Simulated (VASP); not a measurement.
A VASP calculation is set up with these files.

### KPOINTS
```
Automatic mesh
0
G
  9 9 9
```

**INCAR**
```
AGGAC  =  0.0
ALGO  =  Normal
EDIFF  =  1E-7
ENCUT  =  520
GGA  =  MK
ISIF  =  2
ISMEAR  =  -5
LASPH  =  .TRUE.
LCHARG  =  .TRUE.
LMAXMIX  =  4
LORBIT  =  11
LREAL  =  .FALSE.
LUSE_VDW  =  .TRUE.
LWAVE  =  .FALSE.
NEDOS  =  601
NELM  =  100
PARAM1  =  0.1234
PARAM2  =  1.0
PREC  =  Accurate
SYSTEM  =  AgCl
```

**POSCAR**
```
AgCl
1
    0.0000000000     2.7573654648     2.7573654648
    2.7573654648     0.0000000000     2.7573654648
    2.7573654648     2.7573654648     0.0000000000
Ag Cl
1 1
Direct
  0.0000000000   0.0000000000   0.0000000000
  0.5000000000   0.5000000000   0.5000000000
```

POTCAR, in this order: Ag Cl (PBE.64 set). Program: vasp_std.

Q: Translate this optB86b-vdW calculation to Quantum ESPRESSO's pw.x.

A: One equivalent input (not run):
```
&CONTROL
  calculation = 'scf'
  pseudo_dir = './pseudo'
  outdir = './out'
  tprnfor = .true.
  tstress = .true.
/
&SYSTEM
  ibrav = 0
  nat = 2
  ntyp = 2
  ecutwfc = 82
  occupations = 'tetrahedra'
  input_dft = 'vdw-df-ob86'
/
&ELECTRONS
  conv_thr = 7.3e-09
  electron_maxstep = 100
/
ATOMIC_SPECIES
  Ag 107.868 Ag.upf
  Cl 35.450 Cl.upf
CELL_PARAMETERS angstrom
     0.0000000    2.7573655    2.7573655
     2.7573655    0.0000000    2.7573655
     2.7573655    2.7573655    0.0000000
ATOMIC_POSITIONS crystal
  Ag   0.0000000  0.0000000  0.0000000
  Cl   0.5000000  0.5000000  0.5000000
K_POINTS automatic
  9 9 9 0 0 0
```
What does not carry over: the potentials are each code's own (VASP's PAW set, PseudoDojo norm-conserving files in pw.x), so ENCUT and ecutwfc are chosen apart and not converted; conv_thr bounds pw.x's estimated SCF error, while EDIFF bounds the energy change between steps.

The compound is AgCl in the rock salt structure. It was relaxed first.
